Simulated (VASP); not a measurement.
Here is the system:

```
CELL_PARAMETERS angstrom
      3.56168     0.00000     0.00000
     -1.78084     3.08451     0.00000
      0.00000     0.00000     5.89264
ATOMIC_POSITIONS crystal
  B  0.33333 0.66667 0.00121
  B  0.66667 0.33333 0.50121
  Bi 0.33333 0.66667 0.37379
  Bi 0.66667 0.33333 0.87379
```

All values below come from PBEsol GGA, VASP's PBE PAW potentials (set 64) (plane waves; VASP). Run with 620 eV cut-off, 7×7×4 Γ-centred mesh, Gaussian smearing of 0.050 eV, potentials B Bi_d.

Problem. What does the run give for the energy per atom (σ→0), pressure?

Solution. 
```json
{
 "energy per atom (σ→0)": "-4.564 eV/atom",
 "pressure": "29.96 GPa"
}
```

Total energies compare only between runs with the same potentials, cut-off and functional.

The structure was generated: BBi was put into the wurtzite type (P6_3mc), which need not be its known phase. It was relaxed first under an external pressure of 30 GPa.
